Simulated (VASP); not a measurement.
Level of theory: HSE06 screened hybrid, VASP's PBE PAW potentials (set 64) (plane waves; VASP).

The input files of a VASP run:

### KPOINTS
```
Automatic mesh
0
Gamma
1 1 1
0 0 0
```

POSCAR:
```
In32ZnP32
11.9995220
  0.9999999778   0.0000000000   0.0000000000
  0.0000000000   0.9999999778   0.0000000000
  0.0000000000   0.0000000000   0.9999999778
In P Zn
32 32 1
Direct
  0.4978392589   0.9979346772   0.9980767589
  0.7522910680   0.2521025493   0.9978710451
  0.7522009296   0.9977193650   0.2523059886
  0.9994599373   0.9999490184   0.9996699702
  0.2496414800   0.2496345756   0.0010480504
  0.4999777236   0.4999033682   0.0012026904
  0.7502171626   0.7501965927   0.9997582166
  0.2491944669   0.9997805911   0.2495456824
  0.5079265995   0.2399363655   0.2430158261
  0.7490367348   0.4999699372   0.2499114466
  0.5002160421   0.9996151721   0.5004319934
  0.7492446166   0.2496163176   0.5005700760
  0.7496746045   0.0000920809   0.7498981685
  0.9973725784   0.4975494722   0.9977886094
  0.2521856270   0.7525819142   0.9974577762
  0.0006919271   0.2496002603   0.2499903628
  0.2395673124   0.5093737136   0.2404256536
  0.5002089772   0.7488584617   0.2497637237
  0.9980710301   0.9980322912   0.4979950233
  0.2434498250   0.2412905812   0.5081349374
  0.5098034582   0.5089358021   0.5105559970
  0.7529575477   0.7526250177   0.4978837663
  0.2520841972   0.9978164310   0.7522663733
  0.5006338292   0.2496494899   0.7499567468
  0.7526905042   0.4978225066   0.7528532905
  0.9968976003   0.7525632546   0.2523850176
  0.0007303497   0.5000516712   0.5003609326
  0.2496307890   0.7488813616   0.5004073478
  0.9978358252   0.2520501149   0.7521872193
  0.2494734335   0.5002731361   0.7498694470
  0.4977551209   0.7527359654   0.7532249305
  0.9997590898   0.7504611065   0.7500973728
  0.6302583783   0.1198537597   0.1200374508
  0.8749274465   0.3748408818   0.1264427959
  0.8749035987   0.1260774102   0.3752354946
  0.1244230422   0.1243689087   0.1247647620
  0.3746468403   0.3749292663   0.1290815099
  0.6254437373   0.6251910612   0.1245010439
  0.8747056408   0.8752462561   0.1244582389
  0.3746790239   0.1260561107   0.3750586014
  0.6216664637   0.3749912427   0.3755721626
  0.8748881166   0.6235634210   0.3751879186
  0.6247181173   0.1244767367   0.6252263238
  0.8749266918   0.3749981418   0.6240524205
  0.8747488636   0.1245447544   0.8747572874
  0.1186689466   0.6313614803   0.1189478240
  0.3750988478   0.8746645539   0.1261944825
  0.1280722918   0.3749429850   0.3751307070
  0.3750811200   0.6209558433   0.3753552640
  0.6239670279   0.8744765932   0.3749689032
  0.1203805082   0.1202207606   0.6300125669
  0.3753856684   0.3752762506   0.6229582268
  0.6312716373   0.6313688845   0.6314219232
  0.8752501452   0.8754887209   0.6255584080
  0.3750124504   0.1261205333   0.8752762963
  0.6239390650   0.3751193853   0.8754105684
  0.8752647909   0.6256055992   0.8751650490
  0.1259275601   0.8744237459   0.3752154760
  0.1245078713   0.6251494469   0.6255775653
  0.3748970782   0.8744617898   0.6241357572
  0.1260550404   0.3748065194   0.8753577494
  0.3750263295   0.6237201557   0.8753515102
  0.6255410654   0.8753739808   0.8754110134
  0.1244039597   0.8752531314   0.8749370118
  0.3756129884   0.3792545262   0.3738492459
```

### INCAR
```
SYSTEM = In32ZnP32
PREC = Normal
ENCUT = 400
EDIFF = 1E-5
NELM = 50
ALGO = Normal
LREAL = Auto
LASPH = .TRUE.
ISMEAR = 0
SIGMA = 0.05
GGA = PE
LMAXMIX = 4
LWAVE = .FALSE.
LCHARG = .FALSE.
NELMIN = 4
ISYM = 0
HFSCREEN = 0.2
AEXX = 0.25
LHFCALC = .TRUE.
PRECFOCK = Fast
ISIF = 0
```

POTCAR, in this order: In P Zn (PBE.64 set). Program: vasp_gam. Read from the step before: WAVECAR.

The resulting files:

**OSZICAR**
```
       N       E                     dE             d eps       ncg     rms          rms(c)
DAV:   1    -0.314827014973E+03   -0.31483E+03   -0.15682E+01   366   0.102E+01    0.123E+01
DAV:   2    -0.314972632879E+03   -0.14562E+00   -0.11698E+00   397   0.409E+00    0.839E+00
DAV:   3    -0.314943246366E+03    0.29387E-01   -0.84888E-02   428   0.693E-01    0.506E+00
DAV:   4    -0.314927048220E+03    0.16198E-01   -0.14613E-02   388   0.331E-01    0.284E+00
DAV:   5    -0.314921103848E+03    0.59444E-02   -0.45246E-03   364   0.111E-01    0.152E+00
DAV:   6    -0.314918997842E+03    0.21060E-02   -0.11738E-03   365   0.575E-02    0.804E-01
DAV:   7    -0.314918218684E+03    0.77916E-03   -0.29714E-04   380   0.285E-02    0.423E-01
DAV:   8    -0.314917941552E+03    0.27713E-03   -0.10682E-04   365   0.178E-02    0.217E-01
DAV:   9    -0.314917849249E+03    0.92304E-04   -0.38937E-05   269   0.113E-02    0.112E-01
DAV:  10    -0.314917821201E+03    0.28048E-04   -0.18533E-05   237   0.824E-03    0.531E-02
DAV:  11    -0.314917814200E+03    0.70009E-05   -0.75057E-06   220   0.510E-03
   1 F= -.31491781E+03 E0= -.31491781E+03  d E =-.895829E-11
```

### OUTCAR
```
------------------------ aborting loop because EDIFF is reached ----------------------------------------
  volume of cell :     1727.79
      direct lattice vectors                 reciprocal lattice vectors
    11.999521734  0.000000000  0.000000000     0.083336655  0.000000000  0.000000000
     0.000000000 11.999521734  0.000000000     0.000000000  0.083336655  0.000000000
     0.000000000  0.000000000 11.999521734     0.000000000  0.000000000  0.083336655
  FREE ENERGIE OF THE ION-ELECTRON SYSTEM (eV)
  ---------------------------------------------------
  free  energy   TOTEN  =      -314.9178141997 eV

  energy  without entropy=     -314.9178141997  energy(sigma->0) =     -314.91781420

  exchange ACFDT corr.  =         0.00000000  see jH, gK, PRB 81, 115126
```
(Selected blocks of OUTCAR.)

The supercell is sampled at Γ alone, which is coarse: total energies, pressure and levels can be off, energies of defects by several tenths of an eV.

The cell is a supercell with a defect, built from InP (zinc blende): Zn_i. The cell's shape comes from a PBE relaxation. The run is not spin-polarised, so no state with unpaired spins was tried.
